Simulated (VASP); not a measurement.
## Al31Si: relaxation of cell and atoms with PBE

Al31Si:

```xyz
32
Lattice="8.0638 0.0000 0.0000 0.0000 -8.0638 0.0000 0.0000 0.0000 -8.0638" Properties=species:S:1:pos:R:3 pbc="T T T"
Si    4.0319   -6.0479   -6.0479
Al    6.0379   -4.0419   -6.0479
Al    6.0379   -6.0479   -4.0419
Al    0.0000   -6.0479   -6.0479
Al    2.0260   -4.0419   -6.0479
Al    4.0319   -2.0160   -6.0479
Al    6.0379   -8.0538   -6.0479
Al    2.0260   -6.0479   -4.0419
Al    4.0319   -4.0419   -4.0419
Al    6.0460   -2.0160   -4.0338
Al    4.0319   -6.0479   -2.0160
Al    6.0460   -4.0338   -2.0160
Al    6.0379   -6.0479   -8.0538
Al    0.0000   -2.0160   -6.0479
Al    2.0260   -8.0538   -6.0479
Al    0.0000   -4.0338   -4.0338
Al    2.0179   -2.0160   -4.0338
Al    4.0319   -8.0538   -4.0419
Al    0.0000   -6.0479   -2.0160
Al    2.0179   -4.0338   -2.0160
Al    4.0319   -2.0160   -2.0160
Al    6.0460   -8.0619   -2.0160
Al    2.0260   -6.0479   -8.0538
Al    4.0319   -4.0419   -8.0538
Al    6.0460   -2.0160   -8.0619
Al    0.0000   -8.0619   -4.0338
Al    0.0000   -2.0160   -2.0160
Al    2.0179   -8.0619   -2.0160
Al    0.0000   -4.0338   -8.0619
Al    2.0179   -2.0160   -8.0619
Al    4.0319   -8.0538   -8.0538
Al    0.0000   -8.0619   -8.0619
```

The cell was built by a generator and needn't be a form met in nature.

```json
{
  "Program": "VASP 6.6.1",
  "Task": "relaxation of cell and atoms",
  "Functional": "PBE",
  "Potentials or basis": "VASP PAW PBE potentials, release 64 (Si, Al)",
  "Cutoff": "600 eV",
  "k mesh": "6 × 6 × 6",
  "Occupations": "methfessel-paxton, width 0.1 eV",
  "Spin": "no spin polarisation",
  "Further INCAR settings": "LREAL = Auto; ALGO = Normal; EDIFF = 1e-07; IBRION = 2; EDIFFG = -0.005; NSW = 90; ISIF = 3"
}
```

The energy gained by relaxing is 0.0 meV/atom and the ionic steps are 3. The pressure after relaxing is 0.0 GPa and the band gap on the k mesh is none (metal or under the smearing width).

Final structure:
```
Si Al
1.0
     8.06409    0.00000    0.00000
     0.00000   -8.06409    0.00000
     0.00000    0.00000   -8.06409
Si Al
1 31
Direct
  0.50000 0.75000 0.75000
  0.74879 0.50121 0.75000
  0.74879 0.75000 0.50121
  0.00000 0.75000 0.75000
  0.25121 0.50121 0.75000
  0.50000 0.25000 0.75000
  0.74879 0.99879 0.75000
  0.25121 0.75000 0.50121
  0.50000 0.50121 0.50121
  0.74967 0.25000 0.50033
  0.50000 0.75000 0.25000
  0.74967 0.50033 0.25000
  0.74879 0.75000 0.99879
  0.00000 0.25000 0.75000
  0.25121 0.99879 0.75000
  0.00000 0.50033 0.50033
  0.25033 0.25000 0.50033
  0.50000 0.99879 0.50121
  0.00000 0.75000 0.25000
  0.25033 0.50033 0.25000
  0.50000 0.25000 0.25000
  0.74967 0.99967 0.25000
  0.25121 0.75000 0.99879
  0.50000 0.50121 0.99879
  0.74967 0.25000 0.99967
  0.00000 0.99967 0.50033
  0.00000 0.25000 0.25000
  0.25033 0.99967 0.25000
  0.00000 0.50033 0.99967
  0.25033 0.25000 0.99967
  0.50000 0.99879 0.99879
  0.00000 0.99967 0.99967
```

Levels at points of the mesh, in eV from the Fermi level:
| k point | band 46 | band 47 | band 48 | band 49 | band 50 | band 51 |
| --- | --- | --- | --- | --- | --- | --- |
| (0.00, 0.00, 0.00) | 0.11 | 0.11 | 0.11 | 0.16 | 0.16 | 0.22 |
| (0.50, 0.00, 0.00) | -0.57 | -0.35 | -0.31 | -0.30 | -0.29 | -0.29 |
| (0.50, 0.50, 0.00) | -0.35 | -0.35 | -0.34 | 0.69 | 0.69 | 0.72 |
| (0.50, 0.50, 0.50) | -0.72 | -0.72 | -0.72 | -0.72 | -0.72 | -0.71 |

Run time: 12 min on 1 × NVIDIA H100 80GB with 1 thread of AMD EPYC 7R13 Processor (Zen 3) (shared host), peak memory 1.8 GiB.
